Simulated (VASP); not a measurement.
# Lu2Ge3 (Amm2) in VASP: notebook, part 2 of 2

VASP 6.6.1. Earlier steps stand in the parts before.

## 3. Wannier functions by SCDM, BLYP (cell strained at random at fixed volume)

Contents of POSCAR:

```
Lu2Ge3
1.0
    6.8735210000     -0.0857370000     -0.1386430000
   -0.1034230000      2.1765590000      3.7260760000
   -0.0492550000     -2.1861990000      3.7316070000
Lu Ge
2 3
Direct
    0.2707740000      0.0000440000      0.0000440000
    0.7292260000      0.0000440000      0.0000440000
    0.0000000000      0.3336090000      0.3336090000
    0.5000000000      0.3331770000      0.3331770000
    0.0000000000      0.6665080000      0.6665080000
```

Contents of INCAR.step1:

```
PREC     = Accurate       # precision mode
ENCUT    = 900            # plane-wave cutoff, eV
EDIFF    = 1E-6           # SCF threshold, eV
ISMEAR   = -4             # smearing method
SIGMA    = 0.02           # smearing width, eV
LREAL    = F              # projectors in reciprocal space
LASPH    = T              # aspherical terms in the spheres
NELM     = 60             # most SCF steps
ALGO     = Normal         # electronic algorithm
ISIF     = 2              # what is computed and relaxed
LWAVE    = T              # write WAVECAR
LCHARG   = T              # write CHGCAR
GGA      = B5             # functional
ALDAX    = 1.0          
AGGAX    = 1.0          
AGGAC    = 1.0          
ALDAC    = 0.0          
NBANDS   = 48             # bands
ADDGRID  = T
```

Contents of INCAR.step2:

```
PREC     = Accurate       # precision mode
ENCUT    = 900            # plane-wave cutoff, eV
EDIFF    = 1E-6           # SCF threshold, eV
ISMEAR   = -4             # smearing method
SIGMA    = 0.02           # smearing width, eV
LREAL    = F              # projectors in reciprocal space
LASPH    = T              # aspherical terms in the spheres
NELM     = 60             # most SCF steps
ALGO     = Normal         # electronic algorithm
ISIF     = 2              # what is computed and relaxed
LWAVE    = F              # write WAVECAR
LCHARG   = F              # write CHGCAR
GGA      = B5             # functional
ALDAX    = 1.0          
AGGAX    = 1.0          
AGGAC    = 1.0          
ALDAC    = 0.0          
NBANDS   = 58             # bands
ADDGRID  = T            
ISTART   = 1            
ICHARG   = 11             # starting density
ISYM     = -1           
NUM_WANN = 49           
LSCDM    = T            
CUTOFF_TYPE= erfc         
CUTOFF_MU= 6.5722       
CUTOFF_SIGMA= 2.0
```

Contents of KPOINTS:

```
regular mesh
0
Gamma
  2 4 4
```

Contents of KPOINTS_OPT:

```
path XGY,LGZ,NGM,RG
12
line-mode
reciprocal
 0.0000000000  0.0000000000  0.5000000000  X
 0.0000000000  0.0000000000  0.0000000000  G

 0.0000000000  0.0000000000  0.0000000000  G
 0.5000000000  0.0000000000  0.0000000000  Y

 0.5000000000  0.0000000000  0.5000000000  L
 0.0000000000  0.0000000000  0.0000000000  G

 0.0000000000  0.0000000000  0.0000000000  G
-0.5000000000  0.5000000000  0.0000000000  Z

-0.5000000000  0.5000000000  0.5000000000  N
 0.0000000000  0.0000000000  0.0000000000  G

 0.0000000000  0.0000000000  0.0000000000  G
 0.0000000000  0.5000000000  0.0000000000  M

 0.0000000000  0.5000000000  0.5000000000  R
 0.0000000000  0.0000000000  0.0000000000  G
```

Contents of KPOINTS_WAN:

```
path XGY,LGZ,NGM,RG
12
line-mode
reciprocal
 0.0000000000  0.0000000000  0.5000000000  X
 0.0000000000  0.0000000000  0.0000000000  G

 0.0000000000  0.0000000000  0.0000000000  G
 0.5000000000  0.0000000000  0.0000000000  Y

 0.5000000000  0.0000000000  0.5000000000  L
 0.0000000000  0.0000000000  0.0000000000  G

 0.0000000000  0.0000000000  0.0000000000  G
-0.5000000000  0.5000000000  0.0000000000  Z

-0.5000000000  0.5000000000  0.5000000000  N
 0.0000000000  0.0000000000  0.0000000000  G

 0.0000000000  0.0000000000  0.0000000000  G
 0.0000000000  0.5000000000  0.0000000000  M

 0.0000000000  0.5000000000  0.5000000000  R
 0.0000000000  0.0000000000  0.0000000000  G
```

Potentials or basis: VASP PAW PBE potentials, release 64 (Lu, Ge_h).

Command:

```sh
cat potpaw_PBE.64/Lu/POTCAR potpaw_PBE.64/Ge_h/POTCAR > POTCAR
cp INCAR.step1 INCAR
mpirun -np 1 vasp_std > vasp.out
cp INCAR.step2 INCAR
mpirun -np 1 vasp_std > vasp.out
```

OUTCAR:

```text
PREC = Accurate
   ENCUT = 900
   EDIFF = 1E-6
   ISMEAR = -4
   LREAL = F
   LASPH = T
   NELM = 60
   ISIF = 2
   GGA = B5
   ISTART = 1
   ICHARG = 11
   ISYM = -1

 ion  position               nearest neighbor table
   1  0.271  0.000  0.000-   4 2.89   4 2.97   4 3.02   5 3.05   3 3.06   2 3.15   2 3.72
   2  0.729  0.000  0.000-   4 2.91   4 2.97   4 3.00   3 3.05   5 3.06   1 3.15   1 3.72
   3  0.000  0.334  0.334-   2 3.05   1 3.06
[... 1626 lines left out ...]
     58      11.4006      0.00000

 [... further k-points ...]
[... 5 lines left out ...]
  --------------------------------------------------------------------------------------
  -------------------------------------------------------------------------------------
  Total        3.1982151      2.7670885      2.8145338      0.5254566      0.0723090      0.9859757
  in kB       45.8512945     39.6704370     40.3506371      7.5332224      1.0366595     14.1354672
  external PRESSURE =      41.9574562 kB  Pullay stress =       0.0000000 kB

 VOLUME and BASIS-vectors are now :
 -----------------------------------------------------------------------------
  energy-cutoff  :      900.00
  volume of cell :      111.75
      direct lattice vectors                 reciprocal lattice vectors
     6.873521000 -0.085737000 -0.138643000     0.145568594  0.001811161  0.002982506
    -0.103423000  2.176559000  3.726076000     0.005575039  0.229452542  0.134500636
    -0.049255000 -2.186199000  3.731607000    -0.000158364 -0.229045155  0.133790592

 POSITION                                       TOTAL-FORCE (eV/Angst)
 -----------------------------------------------------------------------------------
      1.86116     -0.02322     -0.03721         0.299905      0.034895     -0.003218
      5.01234     -0.06252     -0.10077        -0.316548      0.003347     -0.026803
     -0.05093     -0.00322      2.48795        -0.006064     -0.030484     -0.073263
      3.38589     -0.04608      2.41541         0.019232     -0.032695      0.039259
     -0.10176     -0.00643      4.97061         0.003475      0.024938      0.064025
 -----------------------------------------------------------------------------------
    total drift:                               -0.000479      0.000294     -0.000131

  FREE ENERGIE OF THE ION-ELECTRON SYSTEM (eV)
  ---------------------------------------------------
  free  energy   TOTEN  =       -20.0324980482 eV

  energy  without entropy=      -20.0324980482  energy(sigma->0) =      -20.03249805
```

OUTCAR.step1:

```text
PREC = Accurate
   ENCUT = 900
   EDIFF = 1E-6
   ISMEAR = -4
   LREAL = F
   LASPH = T
[... 1253 lines left out ...]
      5.01234     -0.06252     -0.10077        -0.317131      0.003545     -0.027959
     -0.05093     -0.00322      2.48795        -0.004473     -0.030855     -0.073170
      3.38589     -0.04608      2.41541         0.017377     -0.031830      0.039969
     -0.10176     -0.00643      4.97061         0.002881      0.025215      0.063808
 -----------------------------------------------------------------------------------
    total drift:                               -0.000606      0.000251      0.000174

  FREE ENERGIE OF THE ION-ELECTRON SYSTEM (eV)
  ---------------------------------------------------
  free  energy   TOTEN  =       -20.0340119295 eV

  energy  without entropy=      -20.0340119295  energy(sigma->0) =      -20.03401193
```

It took 16 min on 1 thread of Intel Xeon 6975P-C (Granite Rapids), shared host; peak memory 0.92 GiB.

Results:

```
Band gap along the path : none (metal or under the smearing width)
```

Levels at the corners of the path, in eV from the Fermi level:
```csv
point,band 44,band 45,band 46,band 47,band 48,band 49
X,-2.19,-1.80,-0.69,1.46,1.67,2.74
Γ,-0.77,-0.73,-0.21,0.54,0.61,1.11
Γ,-0.77,-0.73,-0.21,0.54,0.61,1.11
Y,-2.01,-0.72,-0.64,-0.13,-0.05,1.45
L,-2.05,-0.73,-0.63,-0.62,2.07,2.11
Γ,-0.77,-0.73,-0.21,0.54,0.61,1.11
Γ,-0.77,-0.73,-0.21,0.54,0.61,1.11
Z,-2.08,-0.75,-0.72,-0.53,2.01,2.18
N,-2.17,-0.81,-0.75,-0.55,2.00,2.20
Γ,-0.77,-0.73,-0.21,0.54,0.61,1.11
Γ,-0.77,-0.73,-0.21,0.54,0.61,1.11
M,-2.18,-1.80,-0.71,1.33,1.80,2.73
R,-2.16,-1.82,-0.77,1.33,1.80,2.77
Γ,-0.77,-0.73,-0.21,0.54,0.61,1.11
```

Caveat: the k mesh is coarse (spacing up to 0.46 Å⁻¹), so the values aren't converged; the PAW data sets were made with another functional, which shifts forces and pressure a little; spin-orbit coupling is left out, which moves the levels of the heavy elements.

## 4. Hyperfine couplings, r2SCAN, collinear spin, antiferromagnetic start

Contents of INCAR:

```
PREC     = Accurate       # precision mode
ENCUT    = 500            # plane-wave cutoff, eV
EDIFF    = 1E-7           # SCF threshold, eV
ISMEAR   = 0              # smearing method
SIGMA    = 0.1            # smearing width, eV
LREAL    = F              # projectors in reciprocal space
LASPH    = T              # aspherical terms in the spheres
NELM     = 80             # most SCF steps
ALGO     = Normal         # electronic algorithm
ISIF     = 2              # what is computed and relaxed
LWAVE    = F              # write WAVECAR
LCHARG   = F              # write CHGCAR
ISPIN    = 2              # spin polarisation
MAGMOM   = 0.5 -0.5 0 0 0 # initial moments
LORBIT   = 11             # projections on sites
METAGGA  = R2SCAN         # meta-GGA
LMIXTAU  = T            
LHYPERFINE= T
```

Contents of KPOINTS:

```
regular mesh
0
Gamma
  4 7 7
```

Contents of POSCAR:

```
Lu2Ge3
1.0
    6.8488280000      0.0000000000      0.0000000000
    0.0000000000      2.1634980004      3.7710640006
    0.0000000000     -2.1634980004      3.7710640006
Lu Ge
2 3
Cartesian
    1.8544845529      0.0000000000      0.0003318536
    4.9943434471      0.0000000000      0.0003318536
    0.0000000000      0.0000000000      2.5161217804
    3.4244140000      0.0000000000      2.5128635811
    0.0000000000      0.0000000000      5.0268886498
```

Potentials or basis: VASP PAW PBE potentials, release 64 (Lu, Ge).

Command:

```sh
cat potpaw_PBE.64/Lu/POTCAR potpaw_PBE.64/Ge/POTCAR > POTCAR
mpirun -np 1 vasp_std > vasp.out
```

OUTCAR:

```text
PREC = Accurate
   ENCUT = 500
   EDIFF = 1E-7
   ISMEAR = 0
   LREAL = F
   LASPH = T
   NELM = 80
   ISIF = 2
   ISPIN = 2
   LORBIT = 11
   METAGGA = R2SCAN

 ion  position               nearest neighbor table
   1  0.271  0.000  0.000-   4 2.95   4 2.95   4 2.96   3 3.11   3 3.11   5 3.11   5 3.11   5 3.13
                             3 3.13   2 3.14   2 3.71
   2  0.729  0.000  0.000-   4 2.95   4 2.95   4 2.96   3 3.11   3 3.11   5 3.11   5 3.11   5 3.13
                             3 3.13   1 3.14   1 3.71
   3  0.000  0.334  0.334-   5 2.50   5 2.50   5 2.51   2 3.11   1 3.11   2 3.11   1 3.11   2 3.13
                             1 3.13
   4  0.500  0.333  0.333-   1 2.95   2 2.95   1 2.95   2 2.95   1 2.96   2 2.96
   5  0.000  0.667  0.667-   3 2.50   3 2.50   3 2.51   1 3.11   2 3.11   1 3.11   2 3.11   2 3.13
                             1 3.13

  LATTYP: Found a base centered orthorhombic cell.
 ALAT       =     4.3269960008
 B/A-ratio  =     1.7430402061
 C/A-ratio  =     1.5828135729

  Lattice vectors:

 A1 = (   0.0000000000,   2.1634980004,  -3.7710640006)
 A2 = (   0.0000000000,   2.1634980004,   3.7710640006)
 A3 = (   6.8488280000,   0.0000000000,   0.0000000000)

Analysis of symmetry for initial positions (statically):
=====================================================================
 Subroutine PRICEL returns:
 Original cell was already a primitive cell.

 Routine SETGRP: Setting up the symmetry group for a
 base centered orthorhombic supercell.

 Subroutine GETGRP returns: Found  4 space group operations
 (whereof  4 operations were pure point group operations)
 out of a pool of  8 trial point group operations.

The static configuration has the point symmetry C_2v.

Analysis of symmetry for dynamics (positions and initial velocities):
=====================================================================
 Subroutine PRICEL returns:
 Original cell was already a primitive cell.

 Routine SETGRP: Setting up the symmetry group for a
 base centered orthorhombic supercell.

 Subroutine GETGRP returns: Found  4 space group operations
 (whereof  4 operations were pure point group operations)
 out of a pool of  8 trial point group operations.

The dynamic configuration has the point symmetry C_2v.

Analysis of structural, dynamic, and magnetic symmetry:
=====================================================================
 Subroutine PRICEL returns:
 Original cell was already a primitive cell.

 Routine SETGRP: Setting up the symmetry group for a
 base centered orthorhombic supercell.

 Subroutine GETGRP returns: Found  4 space group operations
 (whereof  4 operations were pure point group operations)
 out of a pool of  8 trial point group operations.

The overall configuration has the point symmetry C_2v.

 Subroutine INISYM returns: Found  4 space group operations
 (whereof  4 operations are pure point group operations),
 and found     1 'primitive' translations

[... 149 lines left out ...]

  energy without entropy =     -119.94838373  energy(sigma->0) =     -119.95054529

 E-fermi :   3.5185     XC(G=0): -11.1549

 val. band max:        3.5134344363   @ k =   0.0000   0.1429   0.1429
 cond. band min:       3.5185132340   @ k =   0.0000   0.1429   0.0000
 fundamental gap:      0.0050787978
 Fermi energy:         3.5184944762

 spin component 1

 k-point     1 :       0.0000    0.0000    0.0000
  band No.  band energies     occupation
      1     -54.4988      1.00000
      2     -54.4791      1.00000
      3     -24.6931      1.00000
      4     -24.5268      1.00000
      5     -24.5226      1.00000
      6     -24.4816      1.00000
[... 949 lines left out ...]
     36       6.9589      0.00000
     37       7.4558      0.00000

 [... further k-points ...]

 spin component 2

 k-point     1 :       0.0000    0.0000    0.0000
  band No.  band energies     occupation
      1     -54.4988      1.00000
      2     -54.4791      1.00000
      3     -24.6931      1.00000
      4     -24.5268      1.00000
      5     -24.5226      1.00000
      6     -24.4816      1.00000
[... 949 lines left out ...]
     36       6.9589      0.00000
     37       7.4580      0.00000

 [... further k-points ...]
[... 5 lines left out ...]
  --------------------------------------------------------------------------------------
  -------------------------------------------------------------------------------------
  Total       -0.4026080     -0.0415123     -0.2701595      0.0000000      0.0000000      0.0000000
  in kB       -5.7720000     -0.5951418     -3.8731489      0.0000000      0.0000000      0.0000000
  external PRESSURE =      -3.4134302 kB  Pullay stress =       0.0000000 kB

 VOLUME and BASIS-vectors are now :
 -----------------------------------------------------------------------------
  energy-cutoff  :      500.00
  volume of cell :      111.75
      direct lattice vectors                 reciprocal lattice vectors
     6.848828000  0.000000000  0.000000000     0.146010383  0.000000000  0.000000000
     0.000000000  2.163498000  3.771064001     0.000000000  0.231107216  0.132588574
     0.000000000 -2.163498000  3.771064001     0.000000000 -0.231107216  0.132588574

 POSITION                                       TOTAL-FORCE (eV/Angst)
 -----------------------------------------------------------------------------------
      1.85448      0.00000      0.00033        -0.201628      0.000000      0.005379
      4.99434      0.00000      0.00033         0.201628      0.000000      0.005379
      0.00000      0.00000      2.51612         0.000000      0.000000      0.017926
      3.42441      0.00000      2.51286         0.000000      0.000000     -0.010080
      0.00000      0.00000      5.02689         0.000000      0.000000     -0.018604
 -----------------------------------------------------------------------------------
    total drift:                               -0.000000      0.000000     -0.004384

  FREE ENERGIE OF THE ION-ELECTRON SYSTEM (eV)
  ---------------------------------------------------
  free  energy   TOTEN  =      -119.9527068446 eV

  energy  without entropy=     -119.9483837267  energy(sigma->0) =     -119.95054529

 Fermi contact (isotropic) hyperfine coupling parameter (MHz)
 -------------------------------------------------------------
  ion      A_pw      A_1PS     A_1AE     A_1c      A_tot
 -------------------------------------------------------------
   1      -0.000     0.000    -0.000    -0.000    -0.000
   2       0.000    -0.000     0.000     0.000     0.000
   3       0.000     0.000     0.000     0.000     0.000
   4      -0.000     0.000     0.000     0.000    -0.000
   5      -0.000     0.000     0.000     0.000    -0.000
 -------------------------------------------------------------

 Dipolar hyperfine coupling parameters (MHz)
 ---------------------------------------------------------------------
  ion      A_xx      A_yy      A_zz      A_xy      A_xz      A_yz
 ---------------------------------------------------------------------
   1       0.000    -0.000    -0.000     0.000     0.000    -0.000
   2      -0.000     0.000     0.000     0.000     0.000     0.000
   3      -0.000     0.000     0.000     0.000     0.000    -0.000
   4       0.000    -0.000    -0.000    -0.000     0.000     0.000
   5       0.000    -0.000    -0.000    -0.000    -0.000     0.000
 ---------------------------------------------------------------------

 Total hyperfine coupling parameters after diagonalization (MHz)
 (convention: |A_zz| > |A_xx| > |A_yy|)
 ----------------------------------------------------------------------
  ion      A_xx      A_yy      A_zz     asymmetry (A_yy - A_xx)/ A_zz
 ----------------------------------------------------------------------
   1      -0.000    -0.000    -0.000      -0.921
   2       0.000     0.000     0.000      -0.921
   3      -0.000     0.000     0.000       1.000
   4       0.000    -0.000    -0.000       1.000
   5       0.000    -0.000    -0.000       1.000
 ---------------------------------------------------------------------

 total charge

# of ion       s       p       d       f       tot
--------------------------------------------------
    1        2.225   6.054   0.809  13.982  23.070
    2        2.225   6.054   0.809  13.982  23.070
    3        1.182   1.206   0.087   0.000   2.475
    4        1.149   1.294   0.022   0.000   2.465
    5        1.182   1.249   0.081   0.000   2.512
--------------------------------------------------
tot          7.963  15.857   1.808  27.963  53.592

 magnetization (x)

# of ion       s       p       d       f       tot
--------------------------------------------------
    1       -0.000  -0.000  -0.000   0.000  -0.000
    2        0.000   0.000   0.000  -0.000   0.000
    3        0.000   0.000   0.000   0.000   0.000
    4        0.000   0.000   0.000   0.000   0.000
    5        0.000   0.000   0.000   0.000   0.000
--------------------------------------------------
tot          0.000   0.000   0.000   0.000   0.000
```

Run time: 15 min. Hardware: 1 thread of Intel Xeon 6975P-C (Granite Rapids), shared host; peak memory 0.48 GiB.

Results:

```yaml
Free_energy: -119.9527 eV
Pressure: -0.3 GPa
Largest_force: 0.202 eV/Å
Band_gap_on_the_k_mesh: none (metal or under the smearing width)
Net_moment: 0.00 μB per cell
Valence_electrons_inside_the_program's_atomic_spheres: Lu 23.07; Ge 2.48, 2.46, 2.51
```

Forces on the atoms (eV/Å):
```
Lu  -0.202  0.000  0.005
Lu   0.202  0.000  0.005
Ge   0.000  0.000  0.018
Ge   0.000  0.000 -0.010
Ge   0.000  0.000 -0.019
```

Stress tensor (GPa, compression positive):
```
-0.58  0.00  0.00
 0.00 -0.06  0.00
 0.00  0.00 -0.39
```

Levels at points of the mesh, in eV from the Fermi level:
Spin up:
```
           k point  band 29  band 30  band 31  band 32  band 33  band 34
(0.00, 0.00, 0.00)    -0.59    -0.57     0.05     0.74     0.77     1.34
(0.50, 0.00, 0.00)    -1.89    -0.61    -0.57     0.11     0.13     1.84
```
Spin down:
| k point | band 28 | band 29 | band 30 | band 31 | band 32 | band 33 | band 34 | band 35 |
| --- | --- | --- | --- | --- | --- | --- | --- | --- |
| (0.00, 0.00, 0.00) | -2.86 | -0.59 | -0.57 | 0.05 | 0.74 | 0.77 | 1.34 | 1.97 |
| (0.50, 0.00, 0.00) | -2.81 | -1.89 | -0.61 | -0.57 | 0.11 | 0.13 | 1.84 | 2.12 |

Hyperfine coupling, principal values (MHz):
| atom | values |
| --- | --- |
| 1 Lu | 0.0, 0.0, 0.0 |
| 2 Lu | 0.0, 0.0, 0.0 |
| 3 Ge | 0.0, 0.0, 0.0 |
| 4 Ge | 0.0, 0.0, 0.0 |
| 5 Ge | 0.0, 0.0, 0.0 |

Caveat: the PAW data sets were made with another functional, which shifts forces and pressure a little; spin-orbit coupling is left out, which moves the levels of the heavy elements.
